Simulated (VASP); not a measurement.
```
Ge
1.0
   -3.47772     3.47772     3.47772
    3.47772    -3.47772     3.47772
    3.47772     3.47772    -3.47772
Ge
8
Direct
  0.50000   0.00000   0.79863
  0.50000   0.00000   0.20137
  0.70137   0.70137   0.70137
  0.29863   0.29863   0.29863
  0.00000   0.79863   0.50000
  0.00000   0.20137   0.50000
  0.79863   0.50000   0.00000
  0.20137   0.50000   0.00000
```

Computed with r2SCAN meta-GGA, VASP's PBE PAW potentials (set 64) (plane waves; VASP). Settings: 400 eV cut-off, 7×7×7 Γ-centred mesh, tetrahedra with Blöchl corrections, potentials Ge_d.

Q: Estimate the energy per atom (σ→0), band gap (over mesh and band path) with the smallest direct gap where there is one.

A: 
The band gap (over mesh and band path) comes out as none (metal, semimetal or under 0.01 eV) and the energy per atom (σ→0) is -13.703 eV/atom.

Total energies compare only between runs with the same potentials, cut-off and functional.

The structure comes from a computed database's Ge entry (Ia-3); how it stands against other phases isn't given here. It was relaxed first.
